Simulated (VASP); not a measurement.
Set up this calculation in VASP 6.6.1, as the native input.

```
Task                   : band structure
Functional             : PBE
Potentials or basis    : VASP PAW PBE potentials, release 64 (Ti_sv, B, N)
Cutoff                 : 520 eV
k mesh                 : 10 × 10 × 10
Occupations            : gaussian, width 0.1 eV
Spin                   : no spin polarisation
Further INCAR settings : ALGO = Normal; EDIFF = 1e-06
```

Ti2BN:

```
Ti B N
1.0
     1.57036   -8.61139    0.00000
     1.57036    8.61139    0.00000
     0.00000    0.00000    3.01592
Ti B N
4 2 2
Direct
  0.69258 0.30742 0.25000
  0.07209 0.92791 0.75000
  0.30742 0.69258 0.75000
  0.92791 0.07209 0.25000
  0.52721 0.47279 0.25000
  0.47279 0.52721 0.75000
  0.18891 0.81109 0.75000
  0.81109 0.18891 0.25000
```

The cell was built by a generator and needn't be a form met in nature.

These files were run (other wordings do the same):

POSCAR

```
Ti2BN
1.0
    1.5703600000     -8.6113900000      0.0000000000
    1.5703600000      8.6113900000      0.0000000000
    0.0000000000      0.0000000000      3.0159200000
Ti B N
4 2 2
Direct
    0.6925820000      0.3074180000      0.2500000000
    0.0720860000      0.9279140000      0.7500000000
    0.3074180000      0.6925820000      0.7500000000
    0.9279140000      0.0720860000      0.2500000000
    0.5272100000      0.4727900000      0.2500000000
    0.4727900000      0.5272100000      0.7500000000
    0.1889140000      0.8110860000      0.7500000000
    0.8110860000      0.1889140000      0.2500000000
```

INCAR.step1

```
PREC = Accurate ; ENCUT = 520
EDIFF = 1E-6 ; ISMEAR = 0
SIGMA = 0.1 ; LREAL = F
LASPH = T ; NELM = 80
ALGO = Normal ; ISIF = 2
LWAVE = F ; LCHARG = T
LMAXMIX = 4 ; GGA = PE
KPAR = 4
```

KPOINTS.step1

```
Automatic mesh
0
Gamma
  10 10 10
```

INCAR.step2

```
PREC = Accurate ; ENCUT = 520
EDIFF = 1E-6 ; ISMEAR = 0
SIGMA = 0.05 ; LREAL = F
LASPH = T ; NELM = 80
ALGO = Normal ; ISIF = 2
LWAVE = F ; LCHARG = F
LMAXMIX = 4 ; GGA = PE
KPAR = 4 ; ICHARG = 11
```

KPOINTS.step2

```
path GXSRAZGYX1A1TY,ZT
15
line-mode
reciprocal
 0.0000000000  0.0000000000  0.0000000000  G
 0.2583136539  0.2583136539  0.0000000000  X

 0.2583136539  0.2583136539  0.0000000000  X
 0.0000000000  0.5000000000  0.0000000000  S

 0.0000000000  0.5000000000  0.0000000000  S
 0.0000000000  0.5000000000  0.5000000000  R

 0.0000000000  0.5000000000  0.5000000000  R
 0.2583136539  0.2583136539  0.5000000000  A

 0.2583136539  0.2583136539  0.5000000000  A
 0.0000000000  0.0000000000  0.5000000000  Z

 0.0000000000  0.0000000000  0.5000000000  Z
 0.0000000000  0.0000000000  0.0000000000  G

 0.0000000000  0.0000000000  0.0000000000  G
-0.5000000000  0.5000000000  0.0000000000  Y

-0.5000000000  0.5000000000  0.0000000000  Y
-0.2583136539  0.7416863461  0.0000000000  X1

-0.2583136539  0.7416863461  0.0000000000  X1
-0.2583136539  0.7416863461  0.5000000000  A1

-0.2583136539  0.7416863461  0.5000000000  A1
-0.5000000000  0.5000000000  0.5000000000  T

-0.5000000000  0.5000000000  0.5000000000  T
-0.5000000000  0.5000000000  0.0000000000  Y

 0.0000000000  0.0000000000  0.5000000000  Z
-0.5000000000  0.5000000000  0.5000000000  T
```

Potentials or basis: VASP PAW PBE potentials, release 64 (Ti_sv, B, N).

Command:

```sh
$ cat potpaw_PBE.64/Ti_sv/POTCAR potpaw_PBE.64/B/POTCAR potpaw_PBE.64/N/POTCAR > POTCAR
$ cp INCAR.step1 INCAR
$ cp KPOINTS.step1 KPOINTS
$ mpirun -np 4 vasp_std > vasp.out
$ cp INCAR.step2 INCAR
$ cp KPOINTS.step2 KPOINTS
$ mpirun -np 4 vasp_std > vasp.out
```

Results of the run:

The band gap along the path is none (metal or under the smearing width).

Caveat: the log is that of the step along the path at fixed density, whose energy, stress, charges and moments have no meaning.

Wall time 4.3 min on 4 MPI ranks on Intel(R) Xeon(R) 6975P-C (Granite Rapids), with other jobs on the host, peak memory 0.68 GiB a rank.
